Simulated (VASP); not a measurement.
# Nd (relaxed from the simple-cubic structure, space group Pm-3m): computed properties

All values below come from r2SCAN meta-GGA, VASP's PBE PAW potentials (set 64) (plane waves; VASP).

```yaml
space_group: Pm-3m (221)
cell: a = 3.262 Å, b = 3.262 Å, c = 3.262 Å, α = 90.00°, β = 90.00°, γ = 90.00°
volume_per_atom: 34.73 Å³/atom
band gap (over mesh and band path): none (metal, semimetal or under 0.01 eV)
density: 6.90 g/cm³
```

```yaml
crystal:
  lattice:
    - [3.26248, 0.00000, 0.00000]
    - [0.00000, 3.26248, 0.00000]
    - [0.00000, 0.00000, 3.26248]
  atoms:
    - { symbol: Nd, position: [0.00000, 0.00000, 0.00000] }
```

The 4f electrons are frozen in the core of the lanthanide potential, so 4f levels, which can set the real gap, and their magnetism are missing.

The structure was generated: Nd was put into the simple-cubic type (Pm-3m), which need not be its known phase. It was relaxed first, which changed the volume by -9 %. Symmetry was kept, so distortions that lower it aren't found.
